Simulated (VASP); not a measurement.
Calculation: PBEsol GGA, VASP's PBE PAW potentials (set 64) (plane waves; VASP 6.6.1).

VASP input:

POSCAR:
```
Zn
1
    1.3194086430    -2.2852832206     0.0000000000
    1.3194086430     2.2852832206    -0.0000000000
    0.0000000000    -0.0000000000     4.6374447213
Zn
2
Direct
  0.3333330000   0.6666670000   0.2500000000
  0.6287712349   0.2954372349   0.7500000000
```

### INCAR
```
! general
SYSTEM   =  Zn
PREC     =  Accurate
ENCUT    =  480
LREAL    =  F
LASPH    =  T

! electronic loop
EDIFF    =  1E-7
NELM     =  100
ALGO     =  Normal
LMAXMIX  =  4

! smearing
ISMEAR   =  1
SIGMA    =  0.1

! functional
GGA      =  PS

! ions
ISIF     =  2

! output
LWAVE    =  F
LCHARG   =  F
```

KPOINTS:
```
K-points
0
gamma
14 14 8
0 0 0
```

POTCAR, in this order: Zn (PBE.64 set). Program: vasp_std.

The resulting files:

OSZICAR:
```
       N       E                     dE             d eps       ncg     rms          rms(c)
DAV:   1     0.915093721625E+02    0.91509E+02   -0.12248E+04 16336   0.230E+03
DAV:   2    -0.104098513004E+01   -0.92550E+02   -0.91285E+02 16232   0.295E+02
DAV:   3    -0.350310366385E+01   -0.24621E+01   -0.24584E+01 19824   0.600E+01
DAV:   4    -0.350946881038E+01   -0.63651E-02   -0.63649E-02 18712   0.302E+00
DAV:   5    -0.350947772332E+01   -0.89129E-05   -0.89132E-05 19480   0.940E-02    0.496E+00
DAV:   6    -0.319248554121E+01    0.31699E+00   -0.15436E+00 16408   0.286E+01    0.350E+00
DAV:   7    -0.317668754046E+01    0.15798E-01   -0.50882E-02 20256   0.433E+00    0.182E+00
DAV:   8    -0.316897570793E+01    0.77118E-02   -0.20173E-03 22416   0.752E-01    0.545E-02
DAV:   9    -0.316892681929E+01    0.48889E-04   -0.24889E-04 21984   0.256E-01    0.298E-02
DAV:  10    -0.316893067342E+01   -0.38541E-05   -0.21586E-05 17400   0.469E-02    0.308E-03
DAV:  11    -0.316893051437E+01    0.15906E-06   -0.60339E-07 20096   0.134E-02    0.208E-03
DAV:  12    -0.316893021967E+01    0.29469E-06   -0.23598E-08 10040   0.344E-03    0.527E-04
DAV:  13    -0.316893023513E+01   -0.15454E-07   -0.82945E-09  9368   0.137E-03
   1 F= -.31689302E+01 E0= -.31688474E+01  d E =-.248426E-03
```

**OUTCAR**
```
------------------------ aborting loop because EDIFF is reached ----------------------------------------
  FORCE on cell =-STRESS in cart. coord.  units (eV):
  Direction    XX          YY          ZZ          XY          YZ          ZX
  --------------------------------------------------------------------------------------
  Total        0.1592938      0.1465239      0.0583452     -0.0336051      0.0000000      0.0000000
  in kB        9.1260189      8.3944228      3.3426220     -1.9252551      0.0000000      0.0000000
  external PRESSURE =       6.9543545 kB  Pullay stress =       0.0000000 kB
  volume of cell :       27.97
      direct lattice vectors                 reciprocal lattice vectors
     1.319408643 -2.285283221  0.000000000     0.378957651 -0.218791262  0.000000000
     1.319408643  2.285283221  0.000000000     0.378957651  0.218791262  0.000000000
     0.000000000  0.000000000  4.637444721     0.000000000  0.000000000  0.215635994
 POSITION                                       TOTAL-FORCE (eV/Angst)
 -----------------------------------------------------------------------------------
      1.31941      0.76176      1.15936        -0.085831     -0.009521      0.000000
      1.21941     -0.76176      3.47808         0.085831      0.009521      0.000000
 -----------------------------------------------------------------------------------
    total drift:                                0.000007      0.000129     -0.000000
  FREE ENERGIE OF THE ION-ELECTRON SYSTEM (eV)
  ---------------------------------------------------
  free  energy   TOTEN  =        -3.1689302351 eV

  energy  without entropy=       -3.1686818096  energy(sigma->0) =       -3.16884743
```
(Selected blocks of OUTCAR.)

The compound is Zn in the hcp structure. This cell was strained or had an atom moved on purpose.
